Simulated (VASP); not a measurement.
An input for Quantum ESPRESSO's pw.x (written as the equivalent of a VASP run, and not itself run):

```
&CONTROL
  calculation = 'scf'
  pseudo_dir = './pseudo'
  outdir = './out'
  tprnfor = .true.
  tstress = .true.
/
&SYSTEM
  ibrav = 0
  nat = 2
  ntyp = 2
  ecutwfc = 88
  occupations = 'smearing'
  smearing = 'gaussian'
  degauss = 0.000735
  input_dft = 'pbe'
/
&ELECTRONS
  conv_thr = 7.3e-08
  electron_maxstep = 100
/
ATOMIC_SPECIES
  Na 22.990 Na.upf
  Cl 35.450 Cl.upf
CELL_PARAMETERS angstrom
     0.0000000    2.8566520    2.8566520
     2.8566520    0.0000000    2.8566520
     2.8566520    2.8566520    0.0000000
ATOMIC_POSITIONS crystal
  Na   0.0000000  0.0000000  0.0000000
  Cl   0.5000000  0.5000000  0.5000000
K_POINTS automatic
  7 7 7 0 0 0
```

Q: Write the VASP files for the same calculation (PBE).

A: One answer among several that fit: 
### POSCAR
```
NaCl
5.7133040
  0.0000000000   0.5000000000   0.5000000000
  0.5000000000   0.0000000000   0.5000000000
  0.5000000000   0.5000000000   0.0000000000
Na Cl
1 1
Cartesian
  0.0000000000   0.0000000000   0.0000000000
  0.5000000000   0.5000000000   0.5000000000
```

File KPOINTS:
```
Automatic mesh
0
gamma
 7 7 7
0 0 0
```

INCAR:
```
SYSTEM = NaCl
PREC = Accurate
ENCUT = 300
EDIFF = 1E-6
NELM = 100
ALGO = Normal
LREAL = .FALSE.
LASPH = .TRUE.
ISMEAR = 0
SIGMA = 0.01
GGA = PE
LWAVE = .FALSE.
LCHARG = .FALSE.
ISIF = 2
```

POTCAR, in this order: Na_pv Cl (PBE.64 set). Program: vasp_std.

What does not carry over: the potentials are each code's own (VASP's PAW set, PseudoDojo norm-conserving files in pw.x), so ENCUT and ecutwfc are chosen apart and not converted; conv_thr bounds pw.x's estimated SCF error, while EDIFF bounds the energy change between steps.

The structure comes from a computed database's NaCl entry; how it stands against other phases isn't given here. The cell was not relaxed at this level. The run is one of a series of settings (GGA = PE, KPOINTS 7×7×7 Γ-centred mesh, POTCAR Na_pv Cl (PBE.64 set) against the base run), some of them coarse on purpose.
